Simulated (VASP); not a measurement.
Given:

```
MoS
1.0
    3.17309     0.00000     0.00000
   -1.58655     2.74798     0.00000
    0.00000     0.00000     6.45905
Mo S
2 2
Direct
  0.00000   0.00000   0.00000
  0.00000   0.00000   0.50000
  0.33333   0.66667   0.25000
  0.66667   0.33333   0.75000
```

These are PBEsol GGA, VASP's PBE PAW potentials (set 64) (plane waves; VASP) values and carry that method's errors. Numerical set-up: 400 eV cut-off, Gaussian smearing of 0.050 eV, potentials Mo_sv S.

Task: Predict the band gap (along the path) with the smallest direct gap where there is one.

Result: 
```
Property                                                      Value
-------------------------  ----------------------------------------
band gap (along the path)  none (metal, semimetal or under 0.01 eV)
```

The structure was generated: MoS was put into the NiAs type type (P6_3/mmc), which need not be its known phase. It was relaxed first, which changed the volume by -33 %. VASP warned that the highest band is occupied, so more bands are needed.
